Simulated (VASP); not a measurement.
Data:

```
TiN
1.0
    0.00000     2.11610     2.11610
    2.11610     0.00000     2.11610
    2.11610     2.11610     0.00000
Ti N
1 1
Direct
  0.00000   0.00000   0.00000
  0.50000   0.50000   0.50000
```

The numbers are results of r2SCAN+rVV10, VASP's PBE PAW potentials (set 64) (plane waves; VASP), not measurements. Numerical set-up: 520 eV cut-off, 15×15×15 Γ-centred mesh, first-order Methfessel-Paxton smearing of 0.10 eV, potentials Ti_sv N.

### Question
Predict the energy per atom (σ→0), band gap (on the k-mesh) with the smallest direct gap where there is one.

### Answer

The band gap (on the k-mesh) comes out as none (metal, semimetal or under 0.01 eV) and the energy per atom (σ→0) is -12.845 eV/atom.

Only differences to runs with the same potentials and settings are physical.

The compound is TiN in the rock salt structure. It was relaxed first. The electron count is odd and the run is not spin-polarised, which forces a metal.
